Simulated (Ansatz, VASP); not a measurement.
# SbAs in two plane-wave programs

Wanted: the spread between two codes on one cell, functional and k mesh. The cell is taken from a series of VASP runs on this material, whose earlier steps may have relaxed, scaled or displaced it; both programs get it as it stands. Valence electrons are named where the data sets of a main pair hold unlike numbers.

Calculated with Ansatz 0.2.0; plane waves, with VASP 6.6.1 beside it; single point at PBEsol and electric field gradients at PBEsol.

## (1) The starting structure

It takes space group R3m (No. 160, trigonal). The conventional cell has a = 4.069 Å, b = 4.069 Å, c = 10.474 Å, α = 90.00°, β = 90.00°, γ = 120.00°. Nearest to Sb lie 6 As at 2.74 to 3.14 Å. As has 6 Sb at 2.74 to 3.14 Å nearest. Farther neighbours are not listed.

## (2) Ansatz: single point, PBEsol

Ansatz runs on its default PAW (the set named soft_2) files.

With cell and atoms fixed, the geometry can't cause a difference; cores, projectors, grids and the points listed under the comparison can.

File input.yaml:

```yaml
crystal:
  lattice:
    - [2.0343856291, 1.1745530906, 3.4912334031]
    - [-2.0343856291, 1.1745530906, 3.4912334031]
    - [0.0, -2.3491061811, 3.4912334031]
  atoms:
    - { symbol: Sb, position: [0.2338883674, 0.2338883674, 0.2338883674] }
    - { symbol: As, position: [0.7661096326, 0.7661096326, 0.7661096326] }
hamiltonian:
  xc: pbesol
  pseudopotentials: { kind: paw }
kpoints:
  mp_grid: { grid: [7, 7, 7] }
scf:
  occupations: { method: gaussian, width: 0.05 }
  n_extra_bands: 4
output:
  forces: true
  stress: true
  eigenvalues: true
```

Run with:

```sh
> ansatz run input.yaml --threads 2 --pin off --max-ram 4608MiB --backend cpu --events-out ev --progress --plain --runs-dir out
```

Numbers of over 12 decimals in the logs are rounded to 6 here.

Output:

```text
scf.n_extra_bands = 4 over 15 filled bands (N_el = 30.0): the run solves 19 bands
Engine: ansatz 0.2.0, aarch64-unknown-linux-gnu
Pseudopotentials: kind: paw
Pseudopotential: Sb, paw, valence charge 15, recommended cutoff 420 eV (normal), Sb.paw.azcp
Pseudopotential: As, paw, valence charge 15, recommended cutoff 420 eV (normal), As.paw.azcp
Functional definition: PBEsol
  exchange = pbesol_x
  correlation = pbesol_c
Crystal: 2 atoms, lattice volume = 50.054 Å³
Basis set: ecut = 420 eV, 965 PW (Γ), exchange–correlation on 60×60×60 points (8 copies of the dense FFT grid, shifted against one another)
Bands: 19, of which v1, the nominal top of the filled ones, is band 15 counted from 1 (14 counted from 0)
Symmetry: 6 space group operations
Space group: R3m (ITA 160), of the structure as read, at distance tolerance 3.7e-5 Å
k-points: 44 of 343 (time reversal used)
Non-local potential: Sb, projectors of the file, l = 0: 2, l = 1: 2, l = 2: 2, l = 3: 2
Non-local potential: As, projectors of the file, l = 0: 2, l = 1: 2, l = 2: 3, l = 3: 1
PAW form: soft (Blöchl's): semilocal exchange-correlation on the pseudo side does not see the compensation charge
PAW frozen core: Sb, regenerated for the run's functional, and the local potential with it (the file was generated under x = pbe(κ = 0.804, μ = 0.219515), c = pbe(β = 0.066725))
PAW frozen core: As, regenerated for the run's functional, and the local potential with it (the file was generated under x = pbe(κ = 0.804, μ = 0.219515), c = pbe(β = 0.066725))
PAW one-centre angular grid: Sb, 590 points (default); XC on 64 Gauss nodes
PAW one-centre angular grid: As, 590 points (default); XC on 64 Gauss nodes
Initial density: superposition of atomic densities (neutral atoms: chi_scale 0, normalization atom), corrected by the library's trained network
Initial wavefunctions: pseudopotential atomic-orbital guess
Functional: x = pbesol(κ = 0.804, μ = 0.123457), c = pbesol(β = 0.046)
SCF iter   1: F=—  HF=-11221.158557 eV  |F-HF|=—  |Δ(HF+E_count)|=         —  Δρ=3.26e-3  dr2=8.92e-3  ethr=1.77e-3  ⟨swp⟩=5.9  Hψ=4159  notcnv=0
preconditioner: auto → none  [insulator: Δε(μ)=0.371 eV  Ē_g=9.432 eV  σ=0.050 eV  W_gap=1.00  n_scr=14 (ndim 8)  ℏωp=16.6 eV  f_vac=0.002  D(μ)=0.00/eV (n_scr^D=0)  ε∞_Penn≈4.1]
SCF iter   2: F=—  HF=-11221.155235 eV  |F-HF|=—  |Δ(HF+E_count)|=   3.32e-3  Δρ=1.67e-3  dr2=2.08e-3  ethr=2.97e-5  ⟨swp⟩=1.9  Hψ=1352  notcnv=0
SCF iter   3: F=—  HF=-11221.154817 eV  |F-HF|=—  |Δ(HF+E_count)|=   4.18e-4  Δρ=4.98e-4  dr2=1.88e-4  ethr=6.92e-6  ⟨swp⟩=3.0  Hψ=1277  notcnv=0
SCF iter   4: F=—  HF=-11221.154757 eV  |F-HF|=—  |Δ(HF+E_count)|=   6.00e-5  Δρ=1.47e-4  dr2=9.64e-6  ethr=6.27e-7  ⟨swp⟩=2.0  Hψ=1276  notcnv=0
SCF iter   5: F=—  HF=-11221.154759 eV  |F-HF|=—  |Δ(HF+E_count)|=   1.56e-6  Δρ=4.16e-5  dr2=6.58e-7  ethr=3.21e-8  ⟨swp⟩=2.0  Hψ=1276  notcnv=0
SCF iter   6: F=-11221.154759 eV  HF=-11221.154759 eV  |F-HF|=1.00e-7  |Δ(HF+E_count)|=   1.33e-7  Δρ=1.56e-5  dr2=3.94e-8  ethr=3.33e-10  ⟨swp⟩=7.0  Hψ=4086  notcnv=0
SCF 1 converged in 6 iterations: F = -11221.154759 eV  dr2 = 3.94e-8
  greatest PAW one-centre occupation: 0.999 electrons in one spin orbital (limit 2), on the As atom at site 1 (counted from 0), in its partial waves of l = 2
SCF converged after 6 iterations
Free energy (F): -11221.154759 eV
Harris-Foulkes:  -11221.154759 eV  (|F-HF|=1.00e-7)
Internal energy: -11221.154759 eV  (E = F + TS)
E sigma→0 (E₀):  -11221.154759 eV
Fermi energy:    10.562142 eV
--- Per-component energies (eV) ---
  E_band       = -393.231208
  E_kinetic    = 310.142821
  E_local      = -3225.957850  (includes V_loc(G=0)·N_el)
  E_nonlocal   = -304.541981
  E_hartree    = 1632.376663
  E_xc         = -216.451879
  E_vxc        = -176.163173  (∫ρ·V_xc dr)
  E_paw        = -6291.751624  (= ΣΔE_a)
  E_vpaw       = -261.464272  (= ΣTr[D̂ρ^β])
  E_aug_tail   = 0.000006  (compensation charges beyond the density's cutoff)
  E_ewald      = -3126.269201
  E_core_change = 1.298286  (= ΣΔE_core)
  E_smearing   = -0.000000  (= −TS)
  E_closure    = 0.000000  (closes the sum)
  Σ components = -11221.154759   (vs F -11221.154759, Δ=0.00e0)
--- Forces (eV/Å), atoms counted from 1 ---
  atom   1  Sb     0.00000000    -0.00000000    -0.04453481
  atom   2  As     0.00000000     0.00000000     0.04452708
  max |Σ_I F_I| component: 7.73e-6 eV/Å
--- Stress (GPa, compression-positive) ---
       -0.232949       0.000000       0.000000
        0.000000      -0.232949       0.000000
       -0.000000       0.000000      -0.164751
  P = ⅓ Tr σ = -0.2102 GPa (-2.102 kbar)
--- Band table (eV; the first three rows and the last of 44) ---
  k-point 0: bands = [... 11 lower, 5.4722, 8.5487, 8.6811, 8.6811, 13.1142, 13.8016, 13.8016, 16.2821]
  k-point 1: bands = [... 11 lower, 4.4906, 8.5613, 8.6350, 9.0958, 12.8369, 13.1641, 13.1914, 15.6943]
  k-point 2: bands = [... 11 lower, 2.6474, 8.5754, 8.5978, 9.6018, 11.8131, 12.0080, 12.0680, 16.4246]
  k-point 43: bands = [... 11 lower, 1.1411, 7.0371, 8.5051, 9.5575, 11.7097, 11.8511, 13.8906, 17.6266]
```

Wall time 2.4 s (2 threads of Arm Neoverse V1, shared host); peak memory 0.36 GiB; 4.5 s of CPU time.

The run ends at a pressure of -0.21 GPa, with forces up to 0.045 eV/Å.

## (3) VASP: single point, PBEsol

The same cell, functional, mesh and smearing now go to VASP, with its own data sets.

Lines of VASP's logs that name or quote its potential files are left out, and so is its time.

File INCAR:

```
SYSTEM = SbAs
PREC = Accurate
ENCUT = 400
EDIFF = 1E-06
NELM = 100
ISMEAR = 0
SIGMA = 0.05
LREAL = .FALSE.
ALGO = Normal
GGA = PS
NBANDS = 11
LORBIT = 11
LWAVE = .FALSE.
LCHARG = .TRUE.
ISIF = 2
LELF = .TRUE.
LVHAR = .TRUE.
```

File POSCAR:

```
SbAs
1.0
    2.0343856291      1.1745530906      3.4912334031
   -2.0343856291      1.1745530906      3.4912334031
    0.0000000000     -2.3491061811      3.4912334031
Sb As
1 1
Direct
    0.2338883674      0.2338883674      0.2338883674
    0.7661096326      0.7661096326      0.7661096326
```

File KPOINTS:

```
Automatic mesh
0
Gamma
7 7 7
0 0 0
```

Potentials, in the order of the species: Sb and As (PBE family, release 64).

Run with:

```sh
> mpirun -np 2 vasp_std
```

Output:

```text
[banner, memory and clock lines left out]
running    2 mpi-ranks, on    1 nodes
 distrk:  each k-point on    2 cores,    1 groups
 distr:  one band on    1 cores,    2 groups

 POSCAR found type information on POSCAR SbAs
 POSCAR found :  2 types and       2 ions
|                                                                             |
|               ----> ADVICE to this user running VASP <----                  |
|                                                                             |
|     You enforced a specific xc type in the INCAR file but a different       |
|     [... a line on the potential file left out ...]
|     I HOPE YOU KNOW WHAT YOU ARE DOING!                                     |
|                                                                             |

 LDA part: xc-table for (Slater+PW92), standard interpolation
|                                                                             |
|           W    W    AA    RRRRR   N    N  II  N    N   GGGG   !!!           |
|           W    W   A  A   R    R  NN   N  II  NN   N  G    G  !!!           |
|           W    W  A    A  R    R  N N  N  II  N N  N  G       !!!           |
|           W WW W  AAAAAA  RRRRR   N  N N  II  N  N N  G  GGG   !            |
|           WW  WW  A    A  R   R   N   NN  II  N   NN  G    G                |
|           W    W  A    A  R    R  N    N  II  N    N   GGGG   !!!           |
|                                                                             |
|     The number of bands has been changed from the values supplied in        |
|     The orbitals not found in the WAVECAR file will be initialized with     |
|     random numbers, which is usually adequate. For correlated               |
|     calculations, however, you should redo the groundstate calculation.     |
|     I found NBANDS = 11. Now, NBANDS = 12.                                  |
|                                                                             |

 POSCAR, INCAR and KPOINTS ok, starting setup
 FFT: planning ... GRIDC
 FFT: planning ... GRID_SOFT
 FFT: planning ... GRID
 WAVECAR not read
 entering main loop
       N       E                     dE             d eps       ncg     rms          rms(c)
DAV:   1     0.258765735325E+02    0.25877E+02   -0.33457E+03  1056   0.546E+02
DAV:   2    -0.819711539116E+01   -0.34074E+02   -0.32831E+02  1460   0.981E+01
DAV:   3    -0.977715284554E+01   -0.15800E+01   -0.15752E+01  1304   0.230E+01
DAV:   4    -0.978785927315E+01   -0.10706E-01   -0.10706E-01  1212   0.232E+00
DAV:   5    -0.978795413720E+01   -0.94864E-04   -0.94863E-04  1332   0.229E-01    0.312E+00
DAV:   6    -0.972479751417E+01    0.63157E-01   -0.20864E-01  1156   0.147E+00    0.189E+00
DAV:   7    -0.971926998929E+01    0.55275E-02   -0.28055E-02  1316   0.762E-01    0.661E-01
DAV:   8    -0.971795302589E+01    0.13170E-02   -0.32505E-03  1132   0.259E-01    0.760E-02
DAV:   9    -0.971793848087E+01    0.14545E-04   -0.47221E-04  1244   0.109E-01    0.447E-02
DAV:  10    -0.971793911053E+01   -0.62966E-06   -0.23210E-05  1312   0.291E-02    0.209E-02
DAV:  11    -0.971793803660E+01    0.10739E-05   -0.13263E-05  1240   0.138E-02    0.355E-03
DAV:  12    -0.971793798142E+01    0.55178E-07   -0.92124E-07   668   0.558E-03
   1 F= -.97179380E+01 E0= -.97179380E+01  d E =-.280402E-09
```

Parts of OUTCAR (step 3):

```text
ion  position               nearest neighbor table
   1  0.234  0.234  0.234-   2 2.74   2 2.74   2 2.74   2 3.14   2 3.14   2 3.14
   2  0.766  0.766  0.766-   1 2.74   1 2.74   1 2.74   1 3.14   1 3.14   1 3.14

  LATTYP: Found a trigonal (rhomboedric) cell.
 ALAT       =     4.2079698817
 COS(alpha) =     0.5325326224

 Subroutine GETGRP returns: Found  6 space group operations
 (whereof  6 operations were pure point group operations)

The static configuration has the point symmetry C_3v.

 Found     44 irreducible k-points:

   k-points           NKPTS =     44   k-points in BZ     NKDIM =     44   number of bands    NBANDS=     12

   dimension x,y,z NGX =    28 NGY =   28 NGZ =   28
   dimension x,y,z NGXF=    56 NGYF=   56 NGZF=   56

   ENCUT  =  400.0 eV  29.40 Ry    5.42 a.u.   6.86  6.86  6.86*2*pi/ulx,y,z

   NELECT =      10.0000    total number of electrons

 k-points in reciprocal lattice and weights: Automatic mesh
   0.00000000  0.00000000  0.00000000       0.003
   0.14285714  0.00000000  0.00000000       0.017
   0.28571429  0.00000000  0.00000000       0.017
   0.42857143  0.00000000  0.00000000       0.017
   0.14285714  0.14285714  0.00000000       0.017
   0.28571429  0.14285714  0.00000000       0.035
   0.42857143  0.14285714  0.00000000       0.035
  -0.42857143  0.14285714 -0.00000000       0.035
  -0.28571429  0.14285714 -0.00000000       0.035
[...]
0.42857143  0.42857143  0.42857143       0.006
  -0.42857143  0.42857143  0.42857143       0.017

 average (electrostatic) potential at core
       1 -86.2801       2 -48.1734

 E-fermi :   6.6025

 k-point     1 :       0.0000    0.0000    0.0000
  band No.  band energies     occupation
      1      -7.2122      2.00000
      2       1.5391      2.00000
      3       4.5867      2.00000
      4       4.7147      2.00000
      5       4.7147      2.00000
      6       9.1330      0.00000
      7       9.8358      0.00000
      8       9.8358      0.00000
      9      12.2650      0.00000
     10      12.2650      0.00000
    ...

 k-point     2 :       0.1429    0.0000    0.0000
  band No.  band energies     occupation
      1      -6.9693      2.00000
      2       0.5465      2.00000
      3       4.5977      2.00000
      4       4.6674      2.00000
      5       5.1387      2.00000
      6       8.8633      0.00000
      7       9.2051      0.00000
      8       9.2299      0.00000
      9      11.6918      0.00000
     10      12.3188      0.00000
    ...

 k-point     3 :       0.2857    0.0000    0.0000
  band No.  band energies     occupation
      1      -6.2578      2.00000
      2      -1.3078      2.00000
      3       4.6053      2.00000
      4       4.6338      2.00000
      5       5.6476      2.00000
      6       7.8534      0.00000
      7       8.0470      0.00000
      8       8.1098      0.00000
      9      12.4259      0.00000
     10      13.2708      0.00000
    ...

  Total       -0.0022700     -0.0022700     -0.0074815      0.0000000     -0.0000000      0.0000000
  in kB       -0.0726611     -0.0726611     -0.2394769      0.0000000     -0.0000000      0.0000000
  external PRESSURE =      -0.1282663 kB  Pullay stress =       0.0000000 kB

  energy-cutoff  :      400.00
  volume of cell :       50.05
      direct lattice vectors                 reciprocal lattice vectors
     2.034385629  1.174553091  3.491233403     0.245774446  0.141897942  0.095477241
    -2.034385629  1.174553091  3.491233403    -0.245774446  0.141897942  0.095477241
     0.000000000 -2.349106181  3.491233403     0.000000000 -0.283795885  0.095477241

 POSITION                                       TOTAL-FORCE (eV/Angst)
 -----------------------------------------------------------------------------------
      0.00000      0.00000      2.44968         0.000000      0.000000      0.003766
      0.00000      0.00000      8.02400         0.000000     -0.000000     -0.003766
 -----------------------------------------------------------------------------------
    total drift:                                0.000000     -0.000000      0.000049

  FREE ENERGIE OF THE ION-ELECTRON SYSTEM (eV)
  ---------------------------------------------------
  free  energy   TOTEN  =        -9.7179379814 eV

  energy  without entropy=       -9.7179379811  energy(sigma->0) =       -9.71793798

 total charge
# of ion       s       p       d       tot
------------------------------------------
    1        1.229   1.096   0.046   2.371
    2        1.297   1.378   0.038   2.712
--------------------------------------------------
tot          2.526   2.474   0.084   5.084

[... 3 further parts left out ...]
```

The gap is read on the k-mesh alone, so it is an upper bound where the band edges lie off the mesh. The PAW data sets were made with PBE, which is usual practice but a small mismatch for other functionals.

## (4) Side by side

Known differences besides the potentials themselves: the data sets hold 30 valence electrons in Ansatz (on its default PAW (the set named soft_2) files) and 10 in VASP; the cutoff is 420 eV in Ansatz and 400 eV in VASP; Ansatz makes its cores anew for this functional, VASP keeps those of its PBE data sets; VASP leaves aspherical gradient terms in its spheres out (LASPH is not set), Ansatz keeps them. Total energies have different zeros and are not compared.

The two programs side by side:

```
              quantity  Ansatz   VASP  difference
        pressure (GPa)   -0.21  -0.01       -0.20
gap on the k mesh (eV)   0.377  0.388      -0.011
```

At this near-relaxed geometry the largest component of a force difference is 48 meV/Å. A gap on the mesh is an upper bound, since the band edges may lie between its points.

## (5) Other set-ups

Further runs change the set-up of one program: Ansatz's method, potentials or start, or VASP's data sets, cutoff or form of LDA. The table gives Ansatz less VASP for each quantity, since a change that brings one quantity closer may part another.

```
                                        run  r.m.s. force difference (meV/Å)  pressure (GPa)  gap on the k mesh (eV)
                                   as above                               28           -0.20                  -0.011
                       cores kept as stored                               28           -0.19                  -0.012
          Ansatz's all-electron LAPW method                               29           -0.19                  -0.013
    Ansatz's larger PAW set (cutoff 580 eV)                               28           -0.19                  -0.012
norm-conserving potentials (cutoff 1143 eV)                               23           -0.21                 -0.0085
```

(Continued in part 2 of 2.)

[Lines on the potential files, build, host, timing and source positions are cut from VASP's logs without a mark.]

[Logs are printed without paths, hosts, clocks, repeated set-up lines and the standing remarks that a program may print on its own settings, such as how far it seeks lower states.]

[Hosts, paths, dates, database ids (printed as entryN), source tags and the programs' standing remarks are cut or masked in the printed files.]
